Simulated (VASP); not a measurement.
An input for Quantum ESPRESSO's pw.x (written as the equivalent of a VASP run, and not itself run):

```
&CONTROL
  calculation = 'vc-relax'
  pseudo_dir = './pseudo'
  outdir = './out'
  tprnfor = .true.
  tstress = .true.
  nstep = 60
  forc_conv_thr = 0.00078
/
&SYSTEM
  ibrav = 0
  nat = 3
  ntyp = 2
  ecutwfc = 72
  occupations = 'smearing'
  smearing = 'gaussian'
  degauss = 0.003675
  input_dft = 'vdw-df-obk8'
/
&ELECTRONS
  conv_thr = 7.3e-08
  electron_maxstep = 100
/
&IONS
/
&CELL
/
ATOMIC_SPECIES
  Sn 118.710 Sn.upf
  S 32.060 S.upf
CELL_PARAMETERS angstrom
     1.8555689   -3.2139399    0.0000000
     1.8555689    3.2139399   -0.0000000
    -0.0000000   -0.0000000    5.9301007
ATOMIC_POSITIONS crystal
  Sn   0.0000000  0.0000000  0.0000000
  S    0.3333330  0.6666670  0.2501266
  S    0.6666670  0.3333330  0.7498734
K_POINTS automatic
  6 6 4 0 0 0
```

**Question.** Write the VASP files for the same calculation (optB88-vdW).

**Answer.** One answer among several that fit: 
File KPOINTS:
```
Regular mesh
0
gamma
6 6 4
0 0 0
```

File POSCAR:
```
SnS2
1
    1.8555689043    -3.2139399093     0.0000000000
    1.8555689043     3.2139399093    -0.0000000000
   -0.0000000000    -0.0000000000     5.9301007061
Sn S
1 2
Direct
  0.0000000000   0.0000000000   0.0000000000
  0.3333330000   0.6666670000   0.2501266411
  0.6666670000   0.3333330000   0.7498733589
```

INCAR:
```
AGGAC=0.0
ALGO=Normal
EDIFF=1E-6
EDIFFG=-0.02
ENCUT=520
GGA=BO
IBRION=2
ISIF=3
ISMEAR=0
LASPH=.True.
LCHARG=.False.
LMAXMIX=4
LREAL=.False.
LUSE_VDW=.True.
LWAVE=.False.
NELM=100
NSW=60
PARAM1=0.1833333333
PARAM2=0.22
PREC=Accurate
SIGMA=0.05
SYSTEM=SnS2
```

POTCAR, in this order: Sn_d S (PBE.64 set). Program: vasp_std.

The two are equivalent in intent, not identical: the potentials are each code's own (VASP's PAW set, PseudoDojo norm-conserving files in pw.x), so ENCUT and ecutwfc are chosen apart and not converted; conv_thr bounds pw.x's estimated SCF error, while EDIFF bounds the energy change between steps; forc_conv_thr acts on force components and is met together with etot_conv_thr.

The compound is SnS2 in the 1T layered structure. It was relaxed first. The start is the result of an earlier pass.
